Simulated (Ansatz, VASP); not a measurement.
# Cross-check of H23C11 (amorphous polyisobutylene at 640 K) between VASP and Ansatz, part 2 of 2

Wanted: the spread between two codes on one cell, functional and k mesh. Of the first pair: The structure shown is the start of the Ansatz relaxation below; VASP solves that cell, so the two are compared at the walk's first step.

VASP 6.6.1 and Ansatz 0.2.0.

So far: Set-up; Ansatz: relaxation, PBE with D3(BJ); VASP: single point, PBE with D3(BJ), start cell, pair 1; Differences.

### 5. Ansatz: relaxation, PBE with D3(BJ)

Level of this step: Ansatz beside VASP: Kohn-Sham DFT, plane waves, PBE with D3(BJ) (Ansatz).

This run makes the geometry at which the two programs are then compared.

The structure compared here is the end of the Ansatz relaxation.

Contents of input.yaml:

```yaml
crystal:
  lattice:
    - [11.42893, 0.0, 0.0]
    - [0.0, 11.42893, 0.0]
    - [0.0, 0.0, 11.42893]
  atoms:
    - { symbol: C, position: [0.05187, 0.58118, 0.91543] }
    - { symbol: C, position: [0.0016, 0.54351, 0.79713] }
    - { symbol: C, position: [0.91899, 0.43635, 0.79888] }
    - { symbol: C, position: [0.81369, 0.46234, 0.87929] }
    - { symbol: C, position: [0.98221, 0.32823, 0.84908] }
    - { symbol: C, position: [0.86424, 0.40943, 0.67659] }
    - { symbol: C, position: [0.93325, 0.3959, 0.55865] }
    - { symbol: C, position: [0.9609, 0.51836, 0.50905] }
    - { symbol: C, position: [0.04863, 0.32882, 0.57349] }
    - { symbol: C, position: [0.84358, 0.33141, 0.47727] }
    - { symbol: C, position: [0.86813, 0.28252, 0.35161] }
    - { symbol: C, position: [0.74506, 0.26404, 0.29849] }
    - { symbol: C, position: [0.93265, 0.37044, 0.27291] }
    - { symbol: C, position: [0.93237, 0.16269, 0.36634] }
    - { symbol: C, position: [0.99246, 0.09028, 0.26684] }
    - { symbol: C, position: [0.10224, 0.15398, 0.22073] }
    - { symbol: C, position: [0.03491, 0.97812, 0.32875] }
    - { symbol: C, position: [0.90313, 0.06406, 0.16787] }
    - { symbol: C, position: [0.91891, 0.96738, 0.07311] }
    - { symbol: C, position: [0.82378, 0.99139, 0.98045] }
    - { symbol: C, position: [0.89608, 0.84369, 0.12152] }
    - { symbol: C, position: [0.03836, 0.97016, 0.01175] }
    - { symbol: H, position: [0.98342, 0.60718, 0.97762] }
    - { symbol: H, position: [0.11043, 0.65666, 0.90442] }
    - { symbol: H, position: [0.10334, 0.5112, 0.95642] }
    - { symbol: H, position: [0.07528, 0.5252, 0.73802] }
    - { symbol: H, position: [0.95378, 0.61768, 0.7582] }
    - { symbol: H, position: [0.76753, 0.54198, 0.85112] }
    - { symbol: H, position: [0.84095, 0.47418, 0.97068] }
    - { symbol: H, position: [0.75064, 0.38967, 0.87731] }
[... 100 atom lines left out ...]
    - { symbol: H, position: [0.45841, 0.70306, 0.06917] }
    - { symbol: H, position: [0.36776, 0.60326, 0.99292] }
    - { symbol: H, position: [0.30406, 0.71035, 0.08551] }
    - { symbol: H, position: [0.26951, 0.42163, 0.24224] }
    - { symbol: H, position: [0.26353, 0.4438, 0.08829] }
    - { symbol: H, position: [0.19203, 0.54356, 0.18388] }
total_charge: 1
kpoints:
  mp_grid: { grid: [1, 1, 1] }
hamiltonian:
  xc: pbe
  dispersion: d3bj
scf:
  occupations: { method: fermi_dirac, width: 0.01 }
  lower_state_search: "off"
output:
  forces: true
magnetization:
  spin_polarized: true
  initial_magnetization: 1
relax:
  f_tol: 0.05
  max_steps: 90
```

Command:

```bash
ansatz run input.yaml --threads 4 --pin off --max-ram 8192MiB --backend cpu --events-out ev --progress --plain --runs-dir out
```

Numbers of over 12 decimals in the logs are rounded to 6 here.

The program printed:

```text
[...]
Crystal: 136 atoms, lattice volume = 1492.852 Å³
Basis set: ecut = 420 eV, 29039 PW (Γ), exchange–correlation on 160×160×160 points (8 copies of the dense FFT grid, shifted against one another)
Bands: 270, of which v1, the nominal top of the filled ones, is band 134 counted from 1 (133 counted from 0)
Symmetry: 1 space group operations
[...]
k-points: 1
[...]
Starting moments: Σ|m| = 1 μB on 136 of 136 sites
[...]
- { symbol: C, position: [0.420017, 0.935384, 0.761131] }
    - { symbol: C, position: [0.511873, 0.873372, 0.836853] }
[...]
- { symbol: C, position: [0.384132, 0.563587, 0.181067] }
    - { symbol: C, position: [0.488385, 0.481219, 0.164465] }
    - { symbol: C, position: [0.378528, 0.651103, 0.079266] }
    - { symbol: C, position: [0.271097, 0.489104, 0.177883] }
[...]
- { symbol: H, position: [0.303784, 0.710905, 0.088963] }
    - { symbol: H, position: [0.271844, 0.421768, 0.246518] }
    - { symbol: H, position: [0.263823, 0.444740, 0.092766] }
    - { symbol: H, position: [0.192862, 0.543764, 0.189718] }
```

### 6. VASP: single point, PBE with D3(BJ), relaxed cell, pair 2

The same cell, functional, mesh and smearing now go to VASP, with its own data sets.

Contents of INCAR:

```
SYSTEM = H23C11
PREC = Accurate
ENCUT = 520
EDIFF = 1E-06
NELM = 200
ISMEAR = -1
SIGMA = 0.01
LREAL = Auto
ALGO = Normal
GGA = PE
IVDW = 12
NELECT = 267
NBANDS = 228
ISPIN = 2
MAGMOM = 0 0 0.02 0.01 0 0.01 0.02 0 0 0.02 0.02 0.01 0 0.01 0.01 0 0 0 0.01 0 0 0 0 0 0.01 0 0 0.01 0.03 0 0.01 0.02 0.03 0 0 0.02 0.03 0 0 0.01 0.02 0 0 0 0 -0 0 0 0 -0 0 -0 0 0 -0 0 -0 0 -0 0 -0 0 0 -0 -0 0.01 0 -0 0 0 0 0.01 -0 0 0 0 -0 0 0 0 0 -0 0 -0 0 0 0 0 0 0 0 0 0 0 -0 0 0 0 0 0 0 0 0 0 0 0 0.01 -0 0 -0 0 0 -0 0 0 0 -0 0 0 0 -0 0 0 -0 0 -0 0 0 0 0 0 0 -0 -0 0 -0
LORBIT = 11
LWAVE = .FALSE.
LCHARG = .FALSE.
ISIF = 2
LASPH = .TRUE.
GGA_COMPAT = .FALSE.
```

Contents of POSCAR:

```
H23C11
1.0
   11.4289300000      0.0000000000      0.0000000000
    0.0000000000     11.4289300000      0.0000000000
    0.0000000000      0.0000000000     11.4289300000
C H
44 92
Direct
    0.0531400000      0.5803200000      0.9120600000
    0.0002400000      0.5428100000      0.7948200000
    0.9196600000      0.4347500000      0.7981200000
    0.8132900000      0.4604800000      0.8782400000
    0.9835600000      0.3277200000      0.8484500000
    0.8618700000      0.4065600000      0.6771000000
    0.9330100000      0.3946400000      0.5585800000
    0.9574100000      0.5172000000      0.5096100000
    0.0477700000      0.3281600000      0.5738200000
    0.8418900000      0.3282100000      0.4805400000
    0.8688700000      0.2805400000      0.3521500000
    0.7449900000      0.2620100000      0.3015500000
    0.9320500000      0.3699200000      0.2755700000
    0.9337800000      0.1627600000      0.3680000000
    0.9944000000      0.0908300000      0.2666500000
    0.1029300000      0.1555800000      0.2205400000
    0.0368100000      0.9789700000      0.3287500000
    0.9037200000      0.0658600000      0.1694000000
    0.9189600000      0.9684200000      0.0741500000
    0.8231200000      0.9932900000      0.9825600000
    0.8961700000      0.8452600000      0.1232400000
    0.0380400000      0.9715500000      0.0125100000
    0.4892300000      0.3162200000      0.6562600000
    0.5196800000      0.2672400000      0.7767700000
    0.4429900000      0.1654200000      0.8245900000
    0.3162600000      0.2081300000      0.8380100000
    0.4921900000      0.1342000000      0.9453400000
    0.4527900000      0.0630100000      0.7330100000
    0.4200200000      0.9353800000      0.7611300000
    0.5118700000      0.8733700000      0.8368500000
[... 100 atom lines left out ...]
    0.4581300000      0.7039800000      0.0714900000
    0.3674300000      0.6038200000      0.9961500000
    0.3037800000      0.7109000000      0.0889600000
    0.2718400000      0.4217700000      0.2465200000
    0.2638200000      0.4447400000      0.0927700000
    0.1928600000      0.5437600000      0.1897200000
```

Contents of KPOINTS:

```
Automatic mesh
0
Gamma
1 1 1
0 0 0
```

The projector-augmented-wave data sets are C and H (PBE family, release 64).

Command:

```bash
export OMP_NUM_THREADS=3
mpirun -np 1 vasp_gam
```

The program printed:

```text
[... set-up lines as in an earlier step ...]
 entering main loop
       N       E                     dE             d eps       ncg     rms          rms(c)
DAV:   1     0.163262170299E+04    0.16326E+04   -0.12527E+05   920   0.103E+03
DAV:   2    -0.574572857936E+03   -0.22072E+04   -0.20912E+04  1128   0.239E+02
DAV:   3    -0.801875653002E+03   -0.22730E+03   -0.22537E+03  1192   0.776E+01
DAV:   4    -0.808525885400E+03   -0.66502E+01   -0.66311E+01  1208   0.154E+01
DAV:   5    -0.808717611668E+03   -0.19173E+00   -0.19156E+00  1304   0.246E+00BRMIX: very serious problems
 the old and the new charge density differ
 old charge density:   268.00000 new  267.00000
    0.436E+01
DAV:   6    -0.748885934664E+03    0.59832E+02   -0.92423E+01  1056   0.147E+01    0.223E+01
DAV:   7    -0.737985000072E+03    0.10901E+02   -0.29624E+01  1176   0.842E+00    0.116E+01
DAV:   8    -0.736003209726E+03    0.19818E+01   -0.27641E+00  1176   0.379E+00    0.550E+00
DAV:   9    -0.735754373370E+03    0.24884E+00   -0.21167E+00  1128   0.247E+00    0.220E+00
[...]
DAV:  26    -0.735822285904E+03   -0.72586E-05   -0.47886E-05  1024   0.139E-02    0.138E-02
DAV:  27    -0.735822284865E+03    0.10388E-05   -0.35887E-05  1024   0.615E-03    0.245E-02
DAV:  28    -0.735822284794E+03    0.70575E-07   -0.28422E-06   920   0.433E-03
   1 F= -.74178088E+03 E0= -.74177413E+03  d E =-.134832E-01  mag=    -0.9996
```

Parts of OUTCAR (step 6):

```text
 magnetization (x)
# of ion       s       p       d       tot
------------------------------------------
    1       -0.000  -0.003   0.000  -0.004
    2        0.000  -0.003   0.000  -0.003
    3       -0.001  -0.018   0.000  -0.019
    4       -0.002  -0.014   0.000  -0.015
    5        0.000  -0.001   0.000  -0.001
    6       -0.001  -0.030   0.000  -0.031
[...]
134        0.000  -0.000   0.000   0.000
  135       -0.004  -0.000   0.000  -0.004
  136        0.000  -0.000   0.000   0.000
--------------------------------------------------
tot         -0.161  -0.582   0.000  -0.743
```

The run ends at a pressure of -0.66 GPa, with forces up to 0.054 eV/Å.

### 7. Differences

The two programs side by side:

```tsv
quantity	Ansatz	VASP	difference
total moment (μB)	-1.00	-1.00	0.00
```

At this near-relaxed geometry the largest component of a force difference is 25 meV/Å. VASP's last cycles still show a density residual of 2e-03, so its state may not be settled. Without spin-orbit coupling the overall direction of the spins is arbitrary; the signs of Ansatz's moments are turned here to match VASP's. The cell carries a charge of +1 e against a uniform background, so its pressure also hangs on how the neutralising background is counted, and in a defect's cell a gap may be the spacing between its levels.

### 8. Outcome

```
r.m.s. force difference (single point, PBE with D3(BJ), start cell, pair 1)      : 12 meV/Å
difference in total moment (single point, PBE with D3(BJ), relaxed cell, pair 2) : -3.9e-4 μB
r.m.s. force difference (single point, PBE with D3(BJ), relaxed cell, pair 2)    : 12 meV/Å
```

What this shows: The r.m.s. force difference is 12 meV/Å (single point, PBE with D3(BJ), relaxed cell, pair 2), at about the 12 meV/Å picked in this series as the mark of a large difference. Such differences can come from data sets, numerical settings and the points named under the comparisons, not from the functional's error against experiment.

[Lines on the potential files, build, host, timing and source positions are cut from VASP's logs without a mark.]

[Logs are printed without paths, hosts, clocks, repeated set-up lines and the standing remarks that a program may print on its own settings, such as how far it seeks lower states.]

[Hosts, paths, dates, database ids (printed as entryN), source tags and the programs' standing remarks are cut or masked in the printed files.]
